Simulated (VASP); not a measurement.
Crystal: GaSb.

```
Ga Sb
1.0
     0.00000    3.06860    3.06860
     3.06860    0.00000    3.06860
     3.06860    3.06860    0.00000
Ga Sb
1 1
Direct
  0.00000 0.00000 0.00000
  0.25000 0.25000 0.25000
```

The cell was built by a generator and isn't the measured one.

| Property | Result |
| --- | --- |
| Program | VASP 6.6.1 |
| Task | relaxation of cell and atoms |
| Functional | PBE |
| Potentials or basis | VASP PAW PBE potentials, release 64 (Ga_d, Sb) |
| Cutoff | 600 eV |
| k mesh | 12 × 12 × 12 |
| Occupations | gaussian, width 0.1 eV |
| Spin | no spin polarisation |

At the start: pressure 1.9 GPa; volume 28.89 Å³/atom.

Question: How do energy, volume and symmetry change on relaxing?

Answer: Over 3 steps the energy falls by 6.4 meV/atom and the volume is 30.03 Å³/atom (+3.9 %); space group F-43m (No. 216, to 0.05 Å).

Step by step:
| step | energy change (eV) | largest force (eV/Å) | pressure (GPa) | volume (Å³) |
| --- | --- | --- | --- | --- |
| 1 | 0.0000 | 0.0000 | 1.88 | 57.79 |
| 2 | -0.0119 | 0.0000 | -0.43 | 60.67 |
| 3 | -0.0128 | 0.0000 | -0.01 | 60.06 |

Final structure:
```xyz
2
Lattice="0.0000 3.1082 3.1082 3.1082 0.0000 3.1082 3.1082 3.1082 0.0000" Properties=species:S:1:pos:R:3 pbc="T T T"
Ga    0.0000    0.0000    0.0000
Sb    1.5541    1.5541    1.5541
```
